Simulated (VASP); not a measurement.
Consider the following.

```xyz
3
Lattice="1.5807 -2.7378 0.0000 1.5807 2.7378 0.0000 0.0000 0.0000 3.5376" Properties=species:S:1:pos:R:3 pbc="T T T"
Zr     0.0000     0.0000     0.0000
B      1.5807     0.9126     1.7688
B      1.5807    -0.9126     1.7688
```

All values below come from PBE GGA, VASP's PBE PAW potentials (set 64) (plane waves; VASP 6.6.1). Settings: 600 eV cut-off, 10×10×8 Γ-centred mesh, first-order Methfessel-Paxton smearing of 0.10 eV, potentials Zr_sv B.

Question: Predict the energy per atom (σ→0), pressure, band gap (on the k-mesh) with the smallest direct gap where there is one.

Answer: 
```
Property                                                    Result
------------------------  ----------------------------------------
band gap (on the k-mesh)  none (metal, semimetal or under 0.01 eV)
energy per atom (σ→0)                               -8.325 eV/atom
pressure                                                  2.00 GPa
```

The compound is ZrB2 in the AlB2 type structure. It was relaxed first under an external pressure of 2 GPa.
